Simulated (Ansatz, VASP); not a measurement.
# SiNi3 in two plane-wave programs, part 2 of 2

Wanted: the spread between two codes on one cell, functional and k mesh. The cell is taken from a series of VASP runs on this material, whose earlier steps may have relaxed, scaled or displaced it; both programs get it as it stands.

VASP 6.6.1 and Ansatz 0.2.0.

So far: The starting structure; VASP: relaxation of cell and atoms, PBE.

## Step 3: Ansatz: relaxation of cell and atoms, PBE

Level of this step: Ansatz beside VASP: Kohn-Sham DFT, plane waves, PBE (Ansatz).

Ansatz runs on its default PAW (the set named soft_2) files.

The same cell, functional, mesh and smearing now go to Ansatz, which takes its cutoff from its data sets.

Input file input.yaml:

```yaml
crystal:
  lattice:
    - [3.5057043926, 0.0, 0.0]
    - [0.0, 3.5057043926, 0.0]
    - [0.0, 0.0, 3.5057043926]
  atoms:
    - { symbol: Ni, position: [0.5, 0.0, 0.5], spin: 1.0 }
    - { symbol: Ni, position: [0.5, 0.5, 0.0], spin: 1.0 }
    - { symbol: Ni, position: [0.0, 0.5, 0.5], spin: 1.0 }
    - { symbol: Si, position: [0.0, 0.0, 0.0] }
hamiltonian:
  xc: pbe
  pseudopotentials: { kind: paw }
magnetization:
  spin_polarized: true
kpoints:
  mp_grid: { grid: [10, 10, 10] }
scf:
  occupations: { method: methfessel_paxton, width: 0.15 }
relax:
  f_tol: 0.01
  max_steps: 60
  cell: { stress_tol: 0.05 }
output:
  forces: true
  stress: true
```

Run with:

```
> ansatz run input.yaml --threads 4 --pin off --max-ram 9216MiB --backend cpu --events-out ev --progress --plain --runs-dir out
```

Numbers of over 12 decimals in the logs are rounded to 6 here.

What it wrote:

```text
Engine: ansatz 0.2.0, aarch64-unknown-linux-gnu
Pseudopotentials: kind: paw
Pseudopotential: Ni, paw, valence charge 18, recommended cutoff 420 eV (normal), Ni.paw.azcp
Pseudopotential: Si, paw, valence charge 4, recommended cutoff 420 eV (normal), Si.paw.azcp
Functional definition: PBE
  parameter kappa = 0.804
  parameter beta = 0.066725
  exchange = pbe_x(kappa = kappa, mu = beta*pi^2/3)
  correlation = pbe_c(beta = beta)
Crystal: 4 atoms, lattice volume = 43.085 Å³
Basis set: ecut = 420 eV, 847 PW (Γ), exchange–correlation on 48×48×48 points (8 copies of the dense FFT grid, shifted against one another)
Bands: 37, of which v1, the nominal top of the filled ones, is band 29 counted from 1 (28 counted from 0)
Symmetry: 48 space group operations
Space group: Pm-3m (ITA 221), of the structure as read, at distance tolerance 3.5e-5 Å
Magnetic group: BNS 221.92 (UNI 1594), of the structure as read, at distance tolerance 3.5e-5 Å
k-points: 56 of 1000
Non-local potential: Ni, projectors of the file, l = 0: 3, l = 1: 2, l = 2: 3, l = 3: 1
Non-local potential: Si, projectors of the file, l = 0: 2, l = 1: 2, l = 2: 2
PAW form: soft (Blöchl's): semilocal exchange-correlation on the pseudo side does not see the compensation charge
PAW one-centre angular grid: Ni, 590 points (default); XC on 64 Gauss nodes
PAW one-centre angular grid: Si, 110 points (default); XC on 64 Gauss nodes
Initial density: superposition of atomic densities (chi_scale 0.1, normalization cell)
Starting moments: Σ|m| = 3 μB on 3 of 4 sites
Initial wavefunctions: pseudopotential atomic-orbital guess
Functional: x = pbe(κ = 0.804, μ = 0.219515), c = pbe(β = 0.066725)
iter 1 solved again at ethr=2.94e-3 eV; its pass at ethr=3.10e-3 eV (dr2=1.71e0 eV) is discarded
SCF iter   1: F=—  HF=-18152.950499 eV  |F-HF|=—  |Δ(HF+E_count)|=         —  Δρ=5.61e-2 (↑5.61e-2 ↓3.80e-2)  dr2=1.72e0  dr2_m=2.22e-1  M=2.007 μB ∫|m|=2.371 μB  β_m=0.30  ethr=2.94e-3  ⟨swp⟩=1.0  Hψ=19219  notcnv=0
Mixer restart at iter 1: flushing history
preconditioner: auto → Kerker (q_TF=auto, 2.867 Å⁻¹)  [metal: Δε(μ)=0.021 eV  Ē_g=8.388 eV  σ=0.150 eV  W_gap=0.08  n_scr=18 (ndim 8)  ℏωp=33.0 eV  f_vac=0.000  D(μ)=2.48/eV (n_scr^D=26)]
spin=Collinear: Kerker preconditioning applied to the charge; magnetization (m = ρ↑ − ρ↓) channel mixes plain (no charge-response kernel on spin).
SCF iter   2: F=—  HF=-18152.893440 eV  |F-HF|=—  |Δ(HF+E_count)|=   5.71e-2  Δρ=4.08e-2 (↑1.97e-2 ↓4.08e-2)  dr2=3.63e-1  dr2_m=2.70e-1  M=1.740 μB ∫|m|=2.130 μB  β_m=0.32  ethr=2.94e-3  ⟨swp⟩=2.0  Hψ=6392  notcnv=0
SCF iter   3: F=—  HF=-18154.288224 eV  |F-HF|=—  |Δ(HF+E_count)|=    1.39e0  Δρ=4.14e-2 (↑1.79e-2 ↓4.14e-2)  dr2=4.08e-1  dr2_m=2.92e-1  M=1.530 μB ∫|m|=1.933 μB  β_m=0.23  ethr=6.25e-4  ⟨swp⟩=2.9  Hψ=7131  notcnv=0  defer=228
SCF iter   4: F=—  HF=-18155.197838 eV  |F-HF|=—  |Δ(HF+E_count)|=   9.10e-1  Δρ=3.61e-2 (↑1.92e-2 ↓3.61e-2)  dr2=2.77e-1  dr2_m=2.70e-1  M=1.322 μB ∫|m|=1.723 μB  β_m=0.11  ethr=6.25e-4  ⟨swp⟩=2.4  Hψ=5583  notcnv=0  defer=228
SCF iter   5: F=—  HF=-18155.351185 eV  |F-HF|=—  |Δ(HF+E_count)|=         —  Δρ=1.02e-1 (↑1.02e-1 ↓4.00e-2)  dr2=1.26e0  dr2_m=1.89e0  M=0.265 μB ∫|m|=0.425 μB  β_m=1.00  ethr=4.77e-4  ⟨swp⟩=2.2  Hψ=6164  notcnv=0  defer=229
Mixer restart at iter 5: flushing history
SCF iter   6: F=—  HF=-18158.375001 eV  |F-HF|=—  |Δ(HF+E_count)|=    3.02e0  Δρ=1.18e-1 (↑9.24e-2 ↓1.18e-1)  dr2=1.15e1  dr2_m=6.85e-2  M=0.053 μB ∫|m|=0.140 μB  β_m=0.83  ethr=8.62e-5  ⟨swp⟩=3.6  Hψ=11057  notcnv=0  defer=211
SCF iter   7: F=—  HF=-18164.776234 eV  |F-HF|=—  |Δ(HF+E_count)|=    6.40e0  Δρ=1.58e-1 (↑1.58e-1 ↓1.51e-1)  dr2=2.07e1  dr2_m=4.94e-3  M=0.060 μB ∫|m|=0.099 μB  β_m=0.38  ethr=8.62e-5  ⟨swp⟩=4.0  Hψ=15021  notcnv=0  defer=235
SCF iter   8: F=—  HF=-18157.681505 eV  |F-HF|=—  |Δ(HF+E_count)|=    7.09e0  Δρ=5.05e-2 (↑5.05e-2 ↓4.15e-2)  dr2=1.61e0  dr2_m=8.78e-3  M=0.046 μB ∫|m|=0.090 μB  β_m=0.79  ethr=8.62e-5  ⟨swp⟩=4.5  Hψ=14272  notcnv=0  defer=212
SCF iter   9: F=—  HF=-18156.815614 eV  |F-HF|=—  |Δ(HF+E_count)|=   8.66e-1  Δρ=5.28e-3 (↑4.88e-3 ↓5.28e-3)  dr2=3.10e-2  dr2_m=2.89e-5  M=0.000 μB ∫|m|=0.001 μB  β_m=0.74  ethr=8.62e-5  ⟨swp⟩=3.3  Hψ=10397  notcnv=0  defer=226
SCF iter  10: F=—  HF=-18156.814162 eV  |F-HF|=—  |Δ(HF+E_count)|=   1.45e-3  Δρ=3.35e-3 (↑3.35e-3 ↓1.51e-3)  dr2=4.65e-3  dr2_m=4.39e-4  M=0.012 μB ∫|m|=0.024 μB  β_m=0.87  ethr=5.34e-5  ⟨swp⟩=2.5  Hψ=5653  notcnv=0  defer=226
SCF iter  11: F=—  HF=-18156.812598 eV  |F-HF|=—  |Δ(HF+E_count)|=   1.56e-3  Δρ=6.31e-4 (↑2.18e-4 ↓6.31e-4)  dr2=1.29e-4  dr2_m=3.76e-5  M=0.003 μB ∫|m|=0.007 μB  β_m=0.94  ethr=8.02e-6  ⟨swp⟩=2.0  Hψ=5949  notcnv=0  defer=226
SCF iter  12: F=—  HF=-18156.812562 eV  |F-HF|=—  |Δ(HF+E_count)|=   3.61e-5  Δρ=1.67e-4 (↑1.67e-4 ↓6.84e-5)  dr2=2.28e-5  dr2_m=1.33e-6  M=0.001 μB ∫|m|=0.001 μB  β_m=0.97  ethr=2.22e-7  ⟨swp⟩=2.0  Hψ=6802  notcnv=0  defer=226
SCF iter  13: F=—  HF=-18156.800793 eV  |F-HF|=—  |Δ(HF+E_count)|=         —  Δρ=1.47e-4 (↑1.28e-4 ↓1.47e-4)  dr2=2.40e-5  dr2_m=4.34e-8  M=0.001 μB ∫|m|=0.001 μB  β_m=0.97  ethr=3.93e-8  ⟨swp⟩=2.1  Hψ=5675  notcnv=0  defer=226
Mixer restart at iter 13: flushing history
iteration 13: the input's own smearing fills from here on; a Gaussian of 0.15 eV has filled iterations ahead of it
SCF iter  14: F=—  HF=-18156.800804 eV  |F-HF|=—  |Δ(HF+E_count)|=   1.10e-5  S|Δr|=    0.00e0  Δρ=3.00e-4 (↑3.00e-4 ↓2.84e-4)  dr2=7.95e-5  dr2_m=2.61e-8  M=0.000 μB ∫|m|=0.001 μB  β_m=0.65  ethr=3.93e-8  ⟨swp⟩=2.0  Hψ=6863  notcnv=0  defer=226  recentre
SCF iter  15: F=—  HF=-18156.800790 eV  |F-HF|=—  |Δ(HF+E_count)|=   1.40e-5  S|Δr|=    0.00e0  Δρ=6.76e-5 (↑5.17e-5 ↓6.76e-5)  dr2=4.92e-6  dr2_m=2.82e-8  M=0.000 μB ∫|m|=0.001 μB  β_m=0.63  ethr=3.93e-8  ⟨swp⟩=2.0  Hψ=6854  notcnv=0  defer=226
SCF iter  16: F=—  HF=-18156.800789 eV  |F-HF|=—  |Δ(HF+E_count)|=   8.36e-7  S|Δr|=    0.00e0  Δρ=1.33e-5 (↑1.33e-5 ↓5.44e-6)  dr2=1.06e-7  dr2_m=1.62e-8  M=0.000 μB ∫|m|=0.001 μB  β_m=0.81  ethr=8.49e-9  ⟨swp⟩=2.3  Hψ=5222  notcnv=0  defer=226
SCF iter  17: F=—  HF=-18156.800789 eV  |F-HF|=—  |Δ(HF+E_count)|=   1.94e-8  S|Δr|=    0.00e0  Δρ=5.97e-6 (↑2.25e-6 ↓5.97e-6)  dr2=4.22e-9  dr2_m=6.24e-9  M=0.000 μB ∫|m|=0.000 μB  β_m=0.91  ethr=1.72e-10  ⟨swp⟩=4.0  Hψ=13082  notcnv=0
SCF iter  18: F=—  HF=-18156.800789 eV  |F-HF|=—  |Δ(HF+E_count)|=   5.15e-9  S|Δr|=    0.00e0  Δρ=5.30e-6 (↑7.82e-7 ↓5.30e-6)  dr2=7.01e-9  dr2_m=2.88e-9  M=0.000 μB ∫|m|=0.000 μB  β_m=0.95  ethr=7.28e-12  ⟨swp⟩=3.0  Hψ=10509  notcnv=0
SCF iter  19: F=—  HF=-18156.800789 eV  |F-HF|=—  |Δ(HF+E_count)|=   1.39e-9  S|Δr|=    0.00e0  Δρ=3.05e-6 (↑3.05e-6 ↓1.53e-6)  dr2=6.21e-9  dr2_m=2.58e-10  M=0.000 μB ∫|m|=0.000 μB  β_m=0.98  ethr=7.28e-12  ⟨swp⟩=3.1  Hψ=11098  notcnv=0
SCF iter  20: F=-18156.800789 eV  HF=-18156.800789 eV  |F-HF|=1.71e-10  |Δ(HF+E_count)|=  6.04e-10  S|Δr|=    0.00e0  Δρ=6.50e-7 (↑6.50e-7 ↓2.77e-7)  dr2=1.68e-10  dr2_m=3.56e-11  M=0.000 μB ∫|m|=0.000 μB  ethr=7.28e-12  ⟨swp⟩=2.3  Hψ=7967  notcnv=0
WARN: the starting moments were not kept: the SCF closed with an absolute magnetisation of 2.5e-5 μB, where they sum to 3 μB in size (3 sites). That is at most 0.1 of that sum. Measured as dr2_m measures the in/out step, that magnetisation stands 4.7e-10 eV from none, at or under the dr2_threshold of 1.0e-7 eV: it is no larger than a step whose dr2_m would equal this threshold. The system may hold no moment; this SCF [...]
SCF 1 converged in 20 iterations: F = -18156.800789 eV  dr2 = 1.68e-10
  greatest PAW one-centre occupation: 1.001 electrons in one spin orbital (limit 2), on the Ni atom at site 2 (counted from 0), in its partial waves of l = 1
relax step   1: F+E_penalty+E_count = -18156.80078881 eV  Δ(F+E_penalty+E_count) = +0.000e0 eV  max|allowed force component| = 5.193e-28 eV/Å  Δτ_max = 0.0000 Å  P = +0.074 GPa  Ω = 43.085 Å³  (20 SCF iters, dr2 threshold 1.00e-7 eV, accepted)
[...]
relax step   2: F+E_penalty+E_count = -18156.80078894 eV  Δ(F+E_penalty+E_count) = -1.227e-7 eV  max|allowed force component| = 4.707e-29 eV/Å  Δτ_max = 0.0000 Å  P = +0.036 GPa  Ω = 43.093 Å³  energy of the carried Pulay correction = -2.563e-6 eV  (4 SCF iters, dr2 threshold 1.39e-8 eV, accepted)
[...]
relax step   3: F+E_penalty+E_count = -18156.80079201 eV  Δ(F+E_penalty+E_count) = -3.077e-6 eV  max|allowed force component| = 3.336e-29 eV/Å  Δτ_max = 0.0000 Å  P = +0.036 GPa  Ω = 43.093 Å³  stress off target by 3.56e-2 GPa  SCF on the basis re-selected at this cell (its energy is not comparable with the rows above)  (6 SCF iters)
basis re-selected at this cell: Δ(F+E_penalty+E_count) = -3.077e-6 eV, ΔP = +0.000 GPa vs the last step (what re-selecting the basis moved, of the pressure what is left beyond the Pulay correction that the steps carried, after the strain that the cell walked since its last selection, with what the two solves' SCF thresholds leave and, on support functions, any second-order correction that the steps lacked; it is no m [...]
SCF converged after 6 iterations
Stability not checked: this state was not tested for a lower state beside it, because cold or Methfessel-Paxton smearing, or corrected tetrahedra, fill the levels in a way that the test cannot read (fill_not_monotonic; see scf.lower_state_search)
Magnetization: -0.0000 μB (29.0000 up, 29.0000 down)
Absolute magnetization: 0.0000 μB (∫|ρ↑−ρ↓|, with the PAW one-centre terms)
Spin contamination: 0.0000 ħ² per cell (⟨S²⟩ above its minimum at these occupations)
Per-site moments (μB) at R_I (Å): [(-6.537963129098673e-7, 1.022611), (-6.537963130801835e-7, 1.022611), (-6.537963132122755e-7, 1.022611), (1.0370598163020043e-7, 1.022611)]
Free energy (F): -18156.800792 eV
Harris-Foulkes:  -18156.800792 eV  (|F-HF|=1.09e-11)
Internal energy: -18156.802440 eV  (E = F + TS)
E sigma→0 (E₀):  -18156.801204 eV
Entropy (-TS):   0.001648 eV (0.412 meV/atom)
Fermi energy:    17.502791 eV
--- Per-component energies (eV) ---
  E_band       = -844.502482
  E_kinetic    = 895.882960
  E_local      = -11626.404087  (includes V_loc(G=0)·N_el)
  E_nonlocal   = 1931.839487
  E_hartree    = 4958.110426
  E_xc         = -313.186494
  E_vxc        = -379.766377  (∫ρ·V_xc dr)
  E_paw        = -5403.876276  (= ΣΔE_a)
  E_vpaw       = -1582.276409  (= ΣTr[D̂ρ^β])
  E_aug_tail   = 0.001551  (compensation charges beyond the density's cutoff)
  E_ewald      = -8599.170006
  E_smearing   = 0.001648  (= −TS)
  E_closure    = -0.000000  (closes the sum)
  Σ components = -18156.800792   (vs F -18156.800792, Δ=0.00e0)
--- Forces (eV/Å), atoms counted from 1 ---
  atom   1  Ni     0.00000000     0.00000000     0.00000000
  atom   2  Ni     0.00000000    -0.00000000     0.00000000
  atom   3  Ni     0.00000000     0.00000000    -0.00000000
  atom   4  Si     0.00000000    -0.00000000    -0.00000000
  max |Σ_I F_I| component: 7.69e-29 eV/Å
--- Stress (GPa, compression-positive) ---
        0.035613       0.000000      -0.000000
        0.000000       0.035613       0.000000
       -0.000000       0.000000       0.035613
  P = ⅓ Tr σ = 0.0356 GPa (0.356 kbar)
--- Relaxed structure (2 steps of the walk, 2 accepted, 1 SCFs on fresh bases) ---
  F+E_penalty+E_count = -18156.80079201 eV   max|allowed force component| = 3.336e-29 eV/Å   (the final SCF, on the basis selected at the relaxed cell)
  cell:  # Å, volume = 43.0928 Å³
    - [3.505916, 0.0, 0]
    - [0.0, 3.505916, 0]
    - [0, 0, 3.505916]
  atoms:
    - { symbol: Ni, position: [0.5, 0, 0.5] }
    - { symbol: Ni, position: [0.5, 0.5, 0] }
    - { symbol: Ni, position: [0, 0.5, 0.5] }
    - { symbol: Si, position: [0, 0, 0] }
```

The job ended after 18 s (4 threads of Arm Neoverse N1, shared host; peak memory 0.44 GiB; 61 s of CPU time).

## Step 4: Comparison

Known differences besides the potentials themselves: both relaxations stop at a tolerance, which leaves soft axes loose, and VASP keeps its plane-wave basis; the data sets hold 58 valence electrons in Ansatz (default PAW (the set named soft_2) files) and 34 in VASP; the cutoff is 420 eV in Ansatz and 450 eV in VASP; Ansatz adds a Pulay correction to the stress that steers its cell, VASP none. Total energies have different zeros and are not compared.

Compared:

```csv
quantity,Ansatz,VASP,difference
volume (Å³),43.09,43.07,+0.05 %
"edge a after relaxation, in the typed setting (Å)",3.506,3.505,+0.02 %
```

The walks stopped with 0.04 GPa left in Ansatz and -0.01 GPa in VASP; each walk ends within a tolerance, so the volume difference is uncertain by about these residues over the bulk modulus, most in soft cells.

## Step 5: Summary of results

```
difference in volume (relaxation of cell and atoms, PBE) : 0.053 %
```

In words: The difference in volume is 0.053 % (relaxation of cell and atoms, PBE), within the 1.2 % picked in this series as the mark of a large difference, as far as the stopping tolerances let one tell. 1 further run of this series is not shown here. Such differences can come from data sets, numerical settings and the points named under the comparisons, not from the functional's error against experiment.

[Lines on the potential files, build, host, timing and source positions are cut from VASP's logs without a mark.]

[Logs are printed without paths, hosts, clocks, repeated set-up lines and the standing remarks that a program may print on its own settings, such as how far it seeks lower states.]

[Hosts, paths, dates, database ids (printed as entryN), source tags and the programs' standing remarks are cut or masked in the printed files.]
